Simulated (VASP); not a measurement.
Here is the system:

```yaml
crystal:
  lattice:
    - [5.22000, 2.61000, 2.61000]
    - [2.61000, 5.22000, 2.61000]
    - [2.61000, 2.61000, 5.22000]
  atoms:
    - { symbol: Mn, position: [0.00000, 0.00000, 0.00000], spin: 5.0 }
    - { symbol: Mn, position: [0.50000, 0.50000, 0.50000], spin: -5.0 }
    - { symbol: S, position: [0.25000, 0.25000, 0.25000] }
    - { symbol: S, position: [0.75000, 0.75000, 0.75000] }
```

The numbers are results of PBE GGA, VASP's PBE PAW potentials (set 64) (plane waves; VASP 6.6.1), not measurements. Settings: 400 eV cut-off, 5×5×5 Γ-centred mesh, Gaussian smearing of 0.050 eV, potentials Mn_pv S.

Q: Estimate the cell moment, energy per atom (σ→0), pressure.

A: 
```yaml
cell_moment: 0.00 μB
energy per atom (σ→0): -7.096 eV/atom
pressure: -4.02 GPa
```

Q: Give the moment on each site (PAW-sphere projection).

A: 
```json
[
 {"site": "Mn1", "moment (μB)": "4.21"},
 {"site": "Mn2", "moment (μB)": "-4.21"},
 {"site": "S3", "moment (μB)": "0.00"},
 {"site": "S4", "moment (μB)": "0.00"}
]
```

The absolute energy has meaning only against runs of the same code, potentials and settings.

The compound is MnS in the rock salt, AFM-II order structure. The cell was not relaxed at this level.
